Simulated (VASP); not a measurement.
# CaHf2 with PBE: from relaxation to properties, part 4 of 5

Wanted: the relaxed cell of CaHf2 and its properties. The cell is invented: it takes the structure of a Materials Project entry for CaSi2 (space group 191 there), with some of its atoms replaced by other elements, volume scaled by an estimate. It may not be a known or stable phase.

VASP 6.6.1, plane waves and PAW; the level of theory is named at each step.

Still holding for the runs below: The k-mesh is coarse for a metal.

So far. Step 5 (Band structure (PBE)): There is no gap at this level. Step 6 (Total and projected DOS (PBE)): The finer mesh and the other smearing move the Fermi level by -0.00 eV from the 6×6×8 run, a small shift, which tests the Fermi level alone. Of the states within 0.3 eV of the Fermi level, the largest shares in the PAW spheres are Hf d 46 % and Hf p 8 %. The rest lies in smaller channels or between the spheres. The relaxed cell has a = 5.213, c = 3.278 Å (conventional setting).

## 7. Band structure (PBE + SOC)

This step: PBE, spin-orbit coupling; plane waves and PAW (Hf_pv, Ca_sv); invented cell (VASP 6.6.1).

The mesh alone shows little of the dispersion and can miss band extrema, so KPOINTS_OPT adds a path through the symmetry points after the self-consistent cycle. Spin-orbit coupling needs spinors and the noncollinear program, where each band holds one electron.

The input, INCAR:

```
SYSTEM = CaHf2
PREC = Accurate
ENCUT = 400
EDIFF = 1E-06
NELM = 100
ISMEAR = 1
SIGMA = 0.2
LREAL = .FALSE.
ALGO = Normal
GGA = PE
LNONCOLLINEAR = .TRUE.
MAGMOM = 0 0 0 0 0 0 0 0 0
NBANDS = 42
GGA_COMPAT = .FALSE.
LASPH = .TRUE.
LSORBIT = .TRUE.
LMAXMIX = 4
LORBIT = 11
LWAVE = .FALSE.
LCHARG = .FALSE.
```

The input, POSCAR:

```
CaHf2
1.0
    5.2131286328     -0.0000002105      0.0000000000
   -2.6065651688      4.5147013679      0.0000000000
    0.0000000000      0.0000000000      3.2775320155
Hf Ca
2 1
Direct
    0.3333333300      0.6666666700      0.5000000000
    0.6666666700      0.3333333300      0.5000000000
    0.0000000000      0.0000000000      0.0000000000
```

The input, KPOINTS:

```
Automatic mesh
0
Gamma
5 5 7
0 0 0
```

The input, KPOINTS_OPT:

```
Line mode
16
Line-mode
Reciprocal
  0.00000000   0.00000000   0.00000000 GAMMA
  0.50000000   0.00000000   0.00000000 M

  0.50000000   0.00000000   0.00000000 M
  0.33333333   0.33333333   0.00000000 K

  0.33333333   0.33333333   0.00000000 K
  0.00000000   0.00000000   0.00000000 GAMMA

  0.00000000   0.00000000   0.00000000 GAMMA
  0.00000000   0.00000000   0.50000000 A

  0.00000000   0.00000000   0.50000000 A
  0.50000000   0.00000000   0.50000000 L

  0.50000000   0.00000000   0.50000000 L
  0.33333333   0.33333333   0.50000000 H

  0.33333333   0.33333333   0.50000000 H
  0.00000000   0.00000000   0.50000000 A

  0.50000000   0.00000000   0.50000000 L
  0.50000000   0.00000000   0.00000000 M

  0.33333333   0.33333333   0.00000000 K
  0.33333333   0.33333333   0.50000000 H
```

PAW data sets: Hf_pv and Ca_sv (PBE family, release 64).

Command:

```
> mpirun -np 1 vasp_ncl
```

Log:

```text
[... set-up lines as in an earlier step ...]
 entering main loop
       N       E                     dE             d eps       ncg     rms          rms(c)
DAV:   1     0.169446881327E+03    0.16945E+03   -0.13833E+04  1680   0.113E+03
DAV:   2    -0.117014710698E+02   -0.18115E+03   -0.17533E+03  1888   0.340E+02
DAV:   3    -0.223644276541E+02   -0.10663E+02   -0.10178E+02  2622   0.584E+01
DAV:   4    -0.230748346316E+02   -0.71041E+00   -0.70441E+00  2550   0.110E+01
DAV:   5    -0.231024176409E+02   -0.27583E-01   -0.27533E-01  2384   0.202E+00    0.553E+01
DAV:   6    -0.216591379092E+02    0.14433E+01   -0.62149E+00  1946   0.107E+01    0.323E+01
DAV:   7    -0.215829062705E+02    0.76232E-01   -0.58597E-01  2078   0.444E+00    0.183E+01
DAV:   8    -0.215684505774E+02    0.14456E-01   -0.94914E-02  2338   0.201E+00    0.325E+00
DAV:   9    -0.215662755700E+02    0.21750E-02   -0.96060E-03  2284   0.546E-01    0.623E-01
DAV:  10    -0.215652643493E+02    0.10112E-02   -0.48234E-03  2366   0.463E-01    0.222E-01
DAV:  11    -0.215652271287E+02    0.37221E-04   -0.27925E-04  2148   0.992E-02    0.548E-02
DAV:  12    -0.215652102152E+02    0.16914E-04   -0.58164E-05  2260   0.401E-02    0.283E-02
DAV:  13    -0.215652050969E+02    0.51182E-05   -0.21388E-05  2598   0.290E-02    0.171E-02
DAV:  14    -0.215652063176E+02   -0.12207E-05   -0.19986E-06  1744   0.800E-03    0.688E-03
DAV:  15    -0.215652063540E+02   -0.36380E-07   -0.11655E-07  1078   0.269E-03
   1 F= -.21565206E+02 E0= -.21566209E+02  d E =0.300741E-02  mag=    -0.0000    -0.0000    -0.0000
 Start KPOINTS_OPT (optional k-point list driver)
k-point batch [1-20\144]
       N       E                     dE             ncg
DAV:   1    -0.563902421134E+04   -0.10238E+05     1680
DAV:   2    -0.939027835547E+04   -0.37513E+04     1872
DAV:   3    -0.962261974850E+04   -0.23234E+03     2616
DAV:   4    -0.963898492644E+04   -0.16365E+02     2624
DAV:   5    -0.963952739767E+04   -0.54247E+00     2384
DAV:   6    -0.963954227364E+04   -0.14876E-01     2518
DAV:   7    -0.963954276387E+04   -0.49023E-03     2440
DAV:   8    -0.963954278256E+04   -0.18689E-04     2242
DAV:   9    -0.963954278339E+04   -0.82500E-06     1752
[...]
k-point batch [141-144\144]
       N       E                     dE             ncg
DAV:   1     0.842706640888E+04   -0.49751E+04      336
DAV:   2     0.773334890103E+04   -0.69372E+03      374
DAV:   3     0.769217179407E+04   -0.41177E+02      552
DAV:   4     0.769017230201E+04   -0.19995E+01      484
DAV:   5     0.769007070452E+04   -0.10160E+00      480
DAV:   6     0.769006563806E+04   -0.50665E-02      520
DAV:   7     0.769006556955E+04   -0.68505E-04      472
DAV:   8     0.769006556752E+04   -0.20290E-05      448
DAV:   9     0.769006556745E+04   -0.67272E-07      294
```

Wall time 3.5 min (1 MPI rank of Intel Xeon 6975P-C (Granite Rapids), shared host); peak memory 0.35 GiB.

OUTCAR, selected parts (step 7):

```text
   k-points           NKPTS =     20   k-points in BZ     NKDIM =     20   number of bands    NBANDS=     42

   NELECT =      30.0000    total number of electrons

 E-fermi :   3.6485

 k-point     1 :       0.0000    0.0000    0.0000
  band No.  band energies     occupation
    ...
     28       3.5051      0.96563
     29       3.5080      0.96071
     30       3.5080      0.96071
     31       3.6460      0.51072
     32       3.6460      0.51072
     33       3.9304     -0.03142
     34       3.9304     -0.03142
     35       6.1842     -0.00000
     36       6.1842     -0.00000
     37       6.4005     -0.00000
    ...

  Total       -0.1157613     -0.1157613      0.0320383      0.0000000     -0.0000000     -0.0000000
  in kB       -2.4043608     -2.4043602      0.6654360      0.0000006     -0.0000000     -0.0000000
  external PRESSURE =      -1.3810950 kB  Pullay stress =       0.0000000 kB

 POSITION                                       TOTAL-FORCE (eV/Angst)
 -----------------------------------------------------------------------------------
     -0.00000      3.00980      1.63877        -0.000000     -0.000000      0.000000
      2.60656      1.50490      1.63877         0.000000      0.000000      0.000000
      0.00000      0.00000      0.00000         0.000000      0.000000      0.000000
 -----------------------------------------------------------------------------------
    total drift:                               -0.000000      0.000000      0.000000

  FREE ENERGIE OF THE ION-ELECTRON SYSTEM (eV)
  ---------------------------------------------------
  free  energy   TOTEN  =       -21.5652063540 eV

  energy  without entropy=      -21.5682137654  energy(sigma->0) =      -21.56620882

 Spin-Orbit-Coupling matrix elements
 Ion:    1  E_soc:     -1.3749541
 Ion:    2  E_soc:     -1.3749541
 Ion:    3  E_soc:     -0.0056587

 magnetization (x)
# of ion       s       p       d       tot
------------------------------------------
    1        0.000   0.000   0.000   0.000
    2       -0.000   0.000  -0.000  -0.000
    3        0.000   0.000   0.000   0.000
--------------------------------------------------
tot         -0.000   0.000  -0.000   0.000

 magnetization (y)
# of ion       s       p       d       tot
------------------------------------------
    1       -0.000  -0.000   0.000  -0.000
    2       -0.000  -0.000   0.000  -0.000
    3        0.000  -0.000   0.000   0.000
--------------------------------------------------
tot         -0.000  -0.000   0.000  -0.000

 magnetization (z)
# of ion       s       p       d       tot
------------------------------------------
    1        0.000   0.000   0.000   0.000
    2        0.000   0.000   0.000   0.000
    3        0.000   0.000   0.000   0.000
--------------------------------------------------
tot          0.000   0.000   0.000   0.000

[... 6 parts as in an earlier step ...]

[... 10 further parts left out ...]
```

LASPH is switched on together with spin-orbit coupling, so the change from the scalar run holds both.

This step gave:

| Item | Value |
| --- | --- |
| SCF cycles | 15 |
| bands | 42 |
| irreducible k-points | 20 |
| free energy (TOTEN) | -21.57 eV |
| energy at zero smearing | -21.57 eV |
| Fermi energy | 3.648 eV |
| pressure | -0.1381 GPa |

On-site spin-orbit energy by atom:

```
atom  on-site spin-orbit energy (eV)
 Hf1                           -1.37
 Hf2                           -1.37
 Ca3                           -0.01
```

Electronic bands along the path, in eV, zero at the Fermi level; # counts the bands kept, so #1 is VASP's band 21:

```
          point     #7     #8     #9    #10    #11    #12   #13   #14
              Γ  -0.14  -0.14  -0.14  -0.14   0.00   0.00  0.28  0.28
0.47 of the way  -0.63  -0.63  -0.23  -0.23   0.55   0.55  0.68  0.68
              M  -0.13  -0.13  -0.09  -0.09   0.26   0.26  1.18  1.18
0.47 of the way  -0.04  -0.04   0.02   0.02   0.21   0.21  1.09  1.09
              K   0.10   0.10   0.12   0.12   0.15   0.15  1.21  1.21
0.53 of the way  -0.61  -0.61  -0.01  -0.01   0.30   0.30  0.84  0.84
              Γ  -0.14  -0.14  -0.14  -0.14   0.00   0.00  0.28  0.28
0.53 of the way  -0.55  -0.55  -0.22  -0.22  -0.19  -0.19  1.58  1.58
              A  -1.01  -1.01  -0.31  -0.31  -0.25  -0.25  1.53  1.53
0.47 of the way  -0.86  -0.86  -0.23  -0.23  -0.14  -0.14  1.27  1.27
              L  -0.46  -0.46  -0.35  -0.35   0.02   0.02  0.46  0.46
0.53 of the way  -0.63  -0.63  -0.50  -0.50  -0.17  -0.17  0.60  0.60
              H  -0.73  -0.73  -0.73  -0.73  -0.55  -0.55  1.33  1.33
0.53 of the way  -0.85  -0.85  -0.30  -0.30   0.00   0.00  1.03  1.03
              A  -1.01  -1.01  -0.31  -0.31  -0.25  -0.25  1.53  1.53
      jump to L  -0.46  -0.46  -0.35  -0.35   0.02   0.02  0.46  0.46
0.47 of the way  -0.54  -0.54   0.03   0.03   0.16   0.16  0.82  0.82
              M  -0.13  -0.13  -0.09  -0.09   0.26   0.26  1.18  1.18
      jump to K   0.10   0.10   0.12   0.12   0.15   0.15  1.21  1.21
0.47 of the way  -0.61  -0.61   0.41   0.41   0.43   0.43  1.20  1.20
              H  -0.73  -0.73  -0.73  -0.73  -0.55  -0.55  1.33  1.33
```

Of the projections kept (Hf, Ca), the largest for each band there; the rest of the weight can lie on other orbitals:

```
point       #7       #8       #9      #10      #11      #12      #13      #14
    Γ  Hf 0.92  Hf 0.92  Hf 0.91  Hf 0.91  Hf 0.89  Hf 0.89  Hf 0.91  Hf 0.91
    M  Hf 0.99  Hf 0.99  Hf 1.00  Hf 1.00  Hf 0.97  Hf 0.97  Hf 0.87  Hf 0.87
    K  Hf 0.99  Hf 0.99  Hf 0.97  Hf 0.97  Hf 0.99  Hf 0.99  Hf 0.79  Hf 0.79
    Γ  Hf 0.92  Hf 0.92  Hf 0.91  Hf 0.91  Hf 0.89  Hf 0.89  Hf 0.91  Hf 0.91
    A  Hf 0.80  Hf 0.80  Hf 0.72  Hf 0.72  Hf 0.70  Hf 0.70  Hf 0.99  Hf 0.99
    L  Hf 0.97  Hf 0.97  Hf 0.96  Hf 0.96  Hf 0.83  Hf 0.83  Hf 0.88  Hf 0.88
```

There is no gap at this level.

## 8. Core-level energies (PBE)

This step: PBE; plane waves and PAW (Hf_pv, Ca_sv); invented cell (VASP 6.6.1).

Core levels shift with the potential at each site, so they tell like atoms on unlike sites apart.

The input, INCAR:

```
SYSTEM = CaHf2
PREC = Accurate
ENCUT = 400
EDIFF = 1E-06
NELM = 100
ISMEAR = 1
SIGMA = 0.2
LREAL = .FALSE.
ALGO = Normal
GGA = PE
NBANDS = 21
LORBIT = 11
LWAVE = .FALSE.
LCHARG = .FALSE.
ICORELEVEL = 1
```

POSCAR is that of step 7.

The input, KPOINTS:

```
Automatic mesh
0
Gamma
6 6 8
0 0 0
```

Command:

```
> mpirun -np 1 vasp_std
```

Log:

```text
[... set-up lines as in an earlier step ...]
 entering main loop
       N       E                     dE             d eps       ncg     rms          rms(c)
[... 13 cycles as in an earlier step ...]
   1 F= -.20156806E+02 E0= -.20151329E+02  d E =-.164298E-01
```

The job ended after 13 s (1 MPI rank; peak memory 0.19 GiB).

OUTCAR, selected parts (step 8):

```text
   NELECT =      30.0000    total number of electrons

 the core state eigenenergies are
   1-  1s -65252.2972  2s -11150.8797  2p  -9788.1043  3s  -2534.2068  3p  -2127.2813
       3d  -1646.3642  4s   -503.6839  4p   -370.2286  4d   -197.9399  4f     -8.2108
       5s    -58.2534
   2-  1s -65252.2972  2s -11150.8797  2p  -9788.1043  3s  -2534.2068  3p  -2127.2813
       3d  -1646.3642  4s   -503.6839  4p   -370.2286  4d   -197.9399  4f     -8.2108
       5s    -58.2534
   3-  1s  -3938.1170  2s   -403.1361  2p   -323.5061

 E-fermi :   3.6495

[... 19 parts as in an earlier step ...]

[... 2 further parts left out ...]
```

These are scalar-relativistic Kohn-Sham levels of the ground state, with no core hole, so they are not binding energies.

Numbers from this step:

| Quantity | Value |
| --- | --- |
| SCF cycles | 13 |
| bands | 21 |
| irreducible k-points | 35 |
| free energy (TOTEN) | -20.16 eV |
| energy at zero smearing | -20.15 eV |
| Fermi energy | 3.650 eV |
| pressure | -0.01226 GPa |

Kohn-Sham core levels. Core levels, by row:

```
atom  shell  level below the Fermi level (eV)
 Hf1     1s                             65256
 Hf1     2s                             11154
 Hf1     2p                              9792
 Hf1     3s                              2538
 Hf1     3p                              2131
 Hf1     3d                              1650
 Hf1     4s                             507.3
 Hf1     4p                             373.9
 Hf1     4d                             201.6
 Hf1     4f                             11.86
 Hf1     5s                              61.9
 Hf2     1s                             65256
 Hf2     2s                             11154
 Hf2     2p                              9792
 Hf2     3s                              2538
 Hf2     3p                              2131
 Hf2     3d                              1650
 Hf2     4s                             507.3
 Hf2     4p                             373.9
 Hf2     4d                             201.6
 Hf2     4f                             11.86
 Hf2     5s                              61.9
 Ca3     1s                              3942
 Ca3     2s                             406.8
 Ca3     2p                             327.2
```

Atoms of one element give levels within 0.1 eV of each other.

(Continued in part 5 of 5.)

[Lines on the potential files, build, host, timing and source positions are cut from VASP's logs without a mark.]

[Logs are printed without paths, hosts, clocks, repeated set-up lines and the standing remarks that a program may print on its own settings, such as how far it seeks lower states.]

[Hosts, paths, dates, database ids (printed as entryN), source tags and the programs' standing remarks are cut or masked in the printed files.]

[A measured line is paired with the nearest computed mode of its activity, which favours agreement.]
